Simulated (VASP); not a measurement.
Input:

```yaml
crystal:
  lattice:
    - [1.47872, 0.85374, 2.53081]
    - [-1.47872, 0.85374, 2.53081]
    - [0.00000, -1.70747, 2.53081]
  atoms:
    - { symbol: Mn, position: [0.76240, 0.76240, 0.76240], spin: 4.0 }
    - { symbol: O, position: [0.23760, 0.23760, 0.23760] }
```

The numbers are results of PBE GGA, VASP's PBE PAW potentials (set 64) (plane waves; VASP 6.6.1), not measurements. Settings: 400 eV cut-off, 9×9×9 Γ-centred mesh, Fermi-Dirac smearing of 0.10 eV, potentials Mn_pv O.

The moments were started parallel, and other spin orders were not tried in this run.

### Question
Give the spin-up energies of bands 5 to 13 at the high-symmetry points, in eV from the Fermi level.

### Answer

```tsv
band	Γ	T	H2	L	S0	F
5	-5.29	-9.60	-7.68	-9.48	-7.82	-8.08
6	-5.01	-7.01	-7.43	-7.17	-7.69	-6.24
7	-5.01	-7.01	-7.07	-7.03	-6.51	-5.70
8	-3.18	-2.28	-2.58	-2.32	-3.27	-4.18
9	-3.18	-2.28	-2.49	-2.12	-2.09	-1.99
10	-2.84	-1.82	-1.87	-1.73	-1.92	-1.87
11	-2.19	0.61	-1.66	0.24	-1.30	-1.84
12	-2.19	0.61	-0.53	0.55	-0.52	-1.62
13	0.06	4.16	7.75	4.05	7.16	5.79
```

### Question
Give the spin-down energies of bands 5 to 13 at the high-symmetry points, in eV from the Fermi level.

### Answer

| band | Γ | T | H2 | L | S0 | F |
|---|---|---|---|---|---|---|
| 5 | -4.58 | -8.79 | -6.96 | -8.68 | -7.19 | -7.57 |
| 6 | -4.36 | -5.89 | -6.76 | -6.07 | -6.90 | -5.57 |
| 7 | -4.36 | -5.89 | -6.29 | -5.94 | -5.76 | -5.23 |
| 8 | 0.27 | 1.59 | 0.71 | 1.47 | -0.17 | -1.47 |
| 9 | 0.34 | 1.59 | 0.80 | 1.69 | 1.68 | 1.76 |
| 10 | 0.34 | 1.62 | 2.06 | 1.77 | 1.91 | 2.02 |
| 11 | 1.20 | 3.71 | 2.17 | 3.03 | 2.38 | 2.17 |
| 12 | 1.20 | 3.71 | 2.95 | 3.69 | 2.88 | 2.19 |
| 13 | 1.25 | 5.04 | 9.35 | 5.34 | 8.79 | 7.50 |

It has no gap at this level: it comes out as a metal or semimetal.

The structure was generated: MnO was put into an ordered model structure, which need not be its known phase. The cell was not relaxed at this level.
